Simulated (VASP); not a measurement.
These are PBE GGA, VASP's PBE PAW potentials (set 64) (plane waves; VASP 6.6.1) values and carry that method's errors.

VASP ran on this input.

**INCAR**
```
SYSTEM = NiSi2
PREC = Accurate
ENCUT = 475
EDIFF = 1E-6
NELM = 100
ALGO = Normal
LREAL = .FALSE.
LASPH = .TRUE.
ISMEAR = 1
SIGMA = 0.1
GGA = PE
LMAXMIX = 4
LWAVE = .FALSE.
LCHARG = .FALSE.
ISIF = 2
```

### KPOINTS
```
Automatic mesh
0
Gamma
9 9 9
0 0 0
```

File POSCAR:
```
NiSi2
1
    0.0000000000     2.7730300000     2.7697730000
    2.7641380000     0.0000000000     2.7697730000
    2.7641380000     2.7730300000     0.0000000000
Si Ni
2 1
Direct
  0.2500000000   0.2500000000   0.2500000000
  0.7500000000   0.7500000000   0.7500000000
 -0.0072690000   0.0072690000   0.0072690000
```

POTCAR, in this order: Si Ni (PBE.64 set). Program: vasp_std.

**Question.** What will the output report for the number of irreducible k-points (NKPTS), number of bands (NBANDS), largest plane-wave count, number of space-group operations, FFT grid (NGX, NGY, NGZ)?

**Answer.** 
```json
{
 "number of irreducible k-points (NKPTS)": "125",
 "number of bands (NBANDS)": "13",
 "largest_plane_wave_count": "1018",
 "number_of_space_group_operations": "4",
 "FFT grid (NGX, NGY, NGZ)": "28 × 28 × 28"
}
```

The compound is NiSi2 in the fluorite structure. The cell was not relaxed at this level, atoms are displaced from their ideal sites. The run is one of a series of settings (ENCUT = 475 against the base run), some of them coarse on purpose. The run is not spin-polarised, so no magnetic state was tried.
